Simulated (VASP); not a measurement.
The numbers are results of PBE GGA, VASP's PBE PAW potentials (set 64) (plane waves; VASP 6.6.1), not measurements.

VASP ran on this input.

### INCAR
```
NELM  =  100
ENCUT  =  480   # plane-wave cut-off (eV)
LREAL  =  F
PREC  =  Accurate
NSW  =  60
GGA  =  PE
ALGO  =  Normal   # blocked Davidson
LMAXMIX  =  4   # l cut-off of mixed one-centre charges
IBRION  =  2   # conjugate gradients
LASPH  =  T   # aspherical one-centre terms
LCHARG  =  F
LWAVE  =  F
EDIFF  =  1E-6   # SCF stop (eV)
ISMEAR  =  0   # Gaussian
SYSTEM  =  NaI
ISIF  =  3   # ions, shape and volume
EDIFFG  =  -0.01   # ionic stop
SIGMA  =  0.05
```

File KPOINTS:
```
Automatic mesh
0
Gamma
7 7 7
0 0 0
```

POSCAR:
```
NaI
1.0
  0.0000000000   3.2350000000   3.2350000000
  3.2350000000   0.0000000000   3.2350000000
  3.2350000000   3.2350000000   0.0000000000
Na I
1 1
Cartesian
  0.0000000000   0.0000000000   0.0000000000
  3.2350000000   3.2350000000   3.2350000000
```

POTCAR, in this order: Na_pv I (PBE.64 set). Program: vasp_std.

The resulting files:

OUTCAR:
```
 ion  position               nearest neighbor table
   1  0.000  0.000  0.000-
   2  0.500  0.500  0.500-
  LATTYP: Found a face centered cubic cell.
 ALAT       =     6.4700000000
 Subroutine PRICEL returns:
 Original cell was already a primitive cell.
 Subroutine GETGRP returns: Found 48 space group operations
The static configuration has the point symmetry O_h .
The dynamic configuration has the point symmetry O_h .
 Subroutine INISYM returns: Found 48 space group operations
 Subroutine IBZKPT returns following result:
 Found     20 irreducible k-points:

 Following reciprocal coordinates:
            Coordinates               Weight
  0.000000  0.000000  0.000000      1.000000
  0.142857  0.000000  0.000000      8.000000
  0.285714  0.000000  0.000000      8.000000
  0.428571  0.000000  0.000000      8.000000
  0.142857  0.142857  0.000000      6.000000
  0.285714  0.142857  0.000000     24.000000
  0.428571  0.142857  0.000000     24.000000
 -0.428571  0.142857  0.000000     24.000000
 -0.285714  0.142857  0.000000     24.000000
 -0.142857  0.142857  0.000000     12.000000
  0.285714  0.285714  0.000000      6.000000
  0.428571  0.285714  0.000000     24.000000
 -0.428571  0.285714  0.000000     24.000000
 -0.285714  0.285714  0.000000     12.000000
  0.428571  0.428571  0.000000      6.000000
 -0.428571  0.428571  0.000000     12.000000
  0.428571  0.285714  0.142857     24.000000
 -0.428571  0.285714  0.142857     48.000000
 -0.428571  0.428571  0.142857     24.000000
 -0.285714  0.428571  0.142857     24.000000
   k-points           NKPTS =     20   k-points in BZ     NKDIM =     20   number of bands    NBANDS=     11
   number of dos      NEDOS =    301   number of ions     NIONS =      2
   total plane-waves  NPLWV =  46656
   dimension x,y,z NGX =    36 NGY =   36 NGZ =   36
   dimension x,y,z NGXF=    72 NGYF=   72 NGZF=   72
   ions per type =               1   1
   PREC   = accura    normal or accurate (medium, high low for compatibility)
   ISTART =      0    job   : 0-new  1-cont  2-samecut
   ICHARG =      2    charge: 1-file 2-atom 10-const
   ISPIN  =      1    spin polarized calculation?
   LNONCOLLINEAR =      F non collinear calculations
   LSORBIT =      F    spin-orbit coupling
   INIWAV =      1    electr: 0-lowe 1-rand  2-diag
   ENCUT  =  480.0 eV  35.28 Ry    5.94 a.u.   8.17  8.17  8.17*2*pi/ulx,y,z
   NELM   =    100;   NELMIN=  2; NELMDL= -5     # of ELM steps
   EDIFF  = 0.1E-05   stopping-criterion for ELM
   LREAL  =      F    real-space projection
   NLSPLINE    = F    spline interpolate recip. space projectors
   LMAXMIX     =    4 max onsite mixed and CHGCAR
   VOSKOWN=      0    Vosko Wilk Nusair interpolation
   EDIFFG = -.1E-01   stopping-criterion for IOM
   NSW    =     60    number of steps for IOM
   NBLOCK =      1;   KBLOCK =     60    inner block; outer block
   IBRION =      2    ionic relax: 0-MD 1-quasi-New 2-CG
   NFREE  =      1    steps in history (QN), initial steepest desc. (CG)
   ISIF   =      3    stress and relaxation
   ISYM   =      2    0-nonsym 1-usesym 2-fastsym
   TEIN   =    0.0    initial temperature
   TEBEG  =    0.0;   TEEND  =   0.0 temperature during run
   SMASS  =  -3.00    Nose mass-parameter (am)
   PSTRESS=    0.0 pullay stress
   NELECT =      14.0000    total number of electrons
   EFERMI =   0.00;   METHOD = LEGACY
   ISMEAR =     0;   SIGMA  =   0.05  broadening in eV -4-tet -1-fermi 0-gaus
   IALGO  =     38    algorithm
   LDIAG  =      T    sub-space diagonalisation (order eigenvalues)
   IMIX   =      4    mixing-type and parameters
     AMIX     =   0.40;   BMIX     =  1.00
     AMIX_MAG =   1.60;   BMIX_MAG =  1.00
...
```

OSZICAR:
```
       N       E                     dE             d eps       ncg     rms          rms(c)
DAV:   1     0.771555490992E+02    0.77156E+02   -0.64916E+03   440   0.108E+03
DAV:   2     0.877981893195E+00   -0.76278E+02   -0.71078E+02   471   0.233E+02
DAV:   3    -0.527815251776E+01   -0.61561E+01   -0.61230E+01   539   0.692E+01
DAV:   4    -0.544776705225E+01   -0.16961E+00   -0.16954E+00   512   0.120E+01
DAV:   5    -0.545219498638E+01   -0.44279E-02   -0.44278E-02   540   0.202E+00    0.164E+00
DAV:   6    -0.539137199140E+01    0.60823E-01   -0.85771E-02   506   0.195E+00    0.112E+00
DAV:   7    -0.538263400253E+01    0.87380E-02   -0.73185E-02   503   0.167E+00    0.587E-01
DAV:   8    -0.538469588004E+01   -0.20619E-02   -0.52096E-03   464   0.704E-01    0.155E-01
DAV:   9    -0.538466237736E+01    0.33503E-04   -0.14644E-04   503   0.135E-01    0.426E-02
DAV:  10    -0.538467663546E+01   -0.14258E-04   -0.40779E-05   500   0.791E-02    0.693E-03
DAV:  11    -0.538467691984E+01   -0.28438E-06   -0.45448E-06   476   0.247E-02
   1 F= -.53846769E+01 E0= -.53846769E+01  d E =-.538468E+01
       N       E                     dE             d eps       ncg     rms          rms(c)
DAV:   1    -0.540004125128E+01   -0.15365E-01   -0.31425E-01   497   0.846E+00    0.699E-01
DAV:   2    -0.538957546081E+01    0.10466E-01   -0.13636E-02   494   0.144E+00    0.337E-01
DAV:   3    -0.538662663003E+01    0.29488E-02   -0.75323E-03   494   0.930E-01    0.150E-01
DAV:   4    -0.538659224602E+01    0.34384E-04   -0.10157E-04   490   0.104E-01    0.152E-01
DAV:   5    -0.538651910321E+01    0.73143E-04   -0.95094E-06   473   0.331E-02    0.411E-02
DAV:   6    -0.538648315607E+01    0.35947E-04   -0.47957E-05   500   0.920E-02    0.742E-02
DAV:   7    -0.538648878206E+01   -0.56260E-05   -0.13731E-06   455   0.868E-03    0.141E-01
DAV:   8    -0.538647991105E+01    0.88710E-05   -0.16893E-06   449   0.985E-03    0.305E-02
DAV:   9    -0.538647802429E+01    0.18868E-05   -0.23607E-07   229   0.415E-03    0.611E-03
DAV:  10    -0.538647825296E+01   -0.22866E-06   -0.67982E-08   229   0.323E-03
   2 F= -.53864783E+01 E0= -.53864783E+01  d E =-.180133E-02
       N       E                     dE             d eps       ncg     rms          rms(c)
DAV:   1    -0.539674399560E+01   -0.10266E-01   -0.22511E-01   497   0.712E+00    0.592E-01
DAV:   2    -0.538921920762E+01    0.75248E-02   -0.98395E-03   491   0.121E+00    0.285E-01
DAV:   3    -0.538711193017E+01    0.21073E-02   -0.54062E-03   494   0.784E-01    0.127E-01
DAV:   4    -0.538708644546E+01    0.25485E-04   -0.72650E-05   473   0.876E-02    0.128E-01
DAV:   5    -0.538703346479E+01    0.52981E-04   -0.71515E-06   479   0.284E-02    0.335E-02
DAV:   6    -0.538700846735E+01    0.24997E-04   -0.33141E-05   494   0.755E-02    0.606E-02
DAV:   7    -0.538701296910E+01   -0.45018E-05   -0.95596E-07   432   0.728E-03    0.118E-01
DAV:   8    -0.538700559051E+01    0.73786E-05   -0.13935E-06   437   0.889E-03    0.189E-02
DAV:   9    -0.538700425792E+01    0.13326E-05   -0.15330E-07   220   0.331E-03    0.829E-03
DAV:  10    -0.538700462061E+01   -0.36269E-06   -0.49281E-08   220   0.267E-03
   3 F= -.53870046E+01 E0= -.53870046E+01  d E =-.232770E-02
```

OUTCAR:
```
------------------------ aborting loop because EDIFF is reached ----------------------------------------
  FORCE on cell =-STRESS in cart. coord.  units (eV):
  Direction    XX          YY          ZZ          XY          YZ          ZX
  --------------------------------------------------------------------------------------
  Total        0.0077631      0.0077631      0.0077631      0.0000000     -0.0000000     -0.0000000
  in kB        0.1791651      0.1791651      0.1791651      0.0000000     -0.0000000     -0.0000000
  external PRESSURE =       0.1791651 kB  Pullay stress =       0.0000000 kB
  volume of cell :       69.42
      direct lattice vectors                 reciprocal lattice vectors
     0.000000000  3.262022628  3.262022628    -0.153279133  0.153279133  0.153279133
     3.262022628  0.000000000  3.262022628     0.153279133 -0.153279133  0.153279133
     3.262022628  3.262022628  0.000000000     0.153279133  0.153279133 -0.153279133
  FREE ENERGIE OF THE ION-ELECTRON SYSTEM (eV)
  ---------------------------------------------------
  free  energy   TOTEN  =        -5.3870046206 eV

  energy  without entropy=       -5.3870046206  energy(sigma->0) =       -5.38700462

 reached required accuracy - stopping structural energy minimisation
```
(Selected blocks of OUTCAR.)

### CONTCAR
```
NaI
   1.00000000000000
     0.0000000000000000    3.2620226281837681    3.2620226281837681
     3.2620226281837681    0.0000000000000000    3.2620226281837681
     3.2620226281837681    3.2620226281837681    0.0000000000000000
  Na              I
     1     1
Direct
     0.0000000000000000    0.0000000000000000    0.0000000000000000
     0.5000000000000000    0.5000000000000000    0.5000000000000000
```

Energy and stress use the plane-wave basis of the starting cell.

The compound is NaI in the rock salt structure. This run relaxes it. Symmetry was kept, so distortions that lower it aren't found.
